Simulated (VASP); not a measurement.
OSZICAR of a VASP run on BaHfO$_{3}$ (cubic perovskite):

File OSZICAR:
```
       N       E                     dE             d eps       ncg     rms          rms(c)
DAV:   1     0.244672064435E+03    0.24467E+03   -0.21449E+04   920   0.161E+03
DAV:   2    -0.374350687831E+02   -0.28211E+03   -0.27826E+03  1179   0.357E+02
DAV:   3    -0.503572062915E+02   -0.12922E+02   -0.12899E+02  1198   0.768E+01
DAV:   4    -0.505761437585E+02   -0.21894E+00   -0.21888E+00  1284   0.945E+00
DAV:   5    -0.505814206547E+02   -0.52769E-02   -0.52768E-02  1270   0.993E-01    0.586E+01
DAV:   6    -0.436520893167E+02    0.69293E+01   -0.42842E+01  1102   0.381E+01    0.521E+01
DAV:   7    -0.435810177663E+02    0.71072E-01   -0.25903E+00  1213   0.101E+01    0.332E+01
DAV:   8    -0.435746568888E+02    0.63609E-02   -0.40961E-01  1168   0.513E+00    0.556E+00
DAV:   9    -0.435523449749E+02    0.22312E-01   -0.15883E-01  1102   0.235E+00    0.153E+00
DAV:  10    -0.435518637115E+02    0.48126E-03   -0.14094E-02  1166   0.781E-01    0.473E-01
DAV:  11    -0.435517071966E+02    0.15651E-03   -0.99660E-04  1166   0.213E-01    0.162E-01
DAV:  12    -0.435517405649E+02   -0.33368E-04   -0.99175E-05  1244   0.679E-02    0.203E-01
DAV:  13    -0.435517461463E+02   -0.55814E-05   -0.16382E-05  1124   0.283E-02    0.208E-02
DAV:  14    -0.435517463012E+02   -0.15494E-06   -0.10021E-06  1242   0.665E-03    0.541E-03
DAV:  15    -0.435517461009E+02    0.20038E-06   -0.39475E-07  1059   0.448E-03    0.493E-03
DAV:  16    -0.435517460921E+02    0.87971E-08   -0.50622E-08   775   0.143E-03
   1 F= -.44342082E+02 E0= -.44342082E+02  d E =0.000000E+00
```

**Question.** Which electronic solver shows in the log?

**Answer.** It is blocked Davidson (ALGO = Normal, or the opening steps of other solvers). The INCAR had ALGO = Normal.

**Question.** Can the final energy be trusted as converged?

**Answer.** The run converged. It stopped with EDIFF = 1E-7, NELM = 100 (PBE GGA with D3 dispersion (zero damping), plane waves, VASP's PBE PAW potentials (set 64)).

The compound is BaHfO3 in the cubic perovskite structure. It was relaxed first.
